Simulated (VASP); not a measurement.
A convergence study with VASP on BaO (rock salt): one setting is varied, all else stays as given below, so the limit is that of these other settings.

```
BaO
1.0
    0.00000     2.77000     2.77000
    2.77000     0.00000     2.77000
    2.77000     2.77000     0.00000
Ba O
1 1
Direct
  0.00000   0.00000   0.00000
  0.50000   0.50000   0.50000
```

All values below come from PBE GGA, VASP's PBE PAW potentials (set 64) (plane waves; VASP). The tightest run used: 700 eV cut-off, 17×17×17 Γ-centred mesh, Gaussian smearing of 0.050 eV, potentials Ba_sv O.

```csv
setting,E (eV/atom),pressure (GPa),irreducible k-points
1×1×1 mesh,-2.3900,36.58,1
2×2×2 mesh,-5.8485,3.00,3
3×3×3 mesh,-5.8894,2.97,4
```

These are the cheaper rows. Estimate the results at 17×17×17 mesh, and how far the last row shown lies from them.

```csv
quantity,tightest run,last row shown is off by
E (eV/atom),-5.8989,0.0095
pressure (GPa),2.92,0.05
```

Left out are rungs that failed or repeat a setting and relaxations that didn't move; long series are thinned to 24 rows.

The compound is BaO in the rock salt structure. The cell was not relaxed at this level.
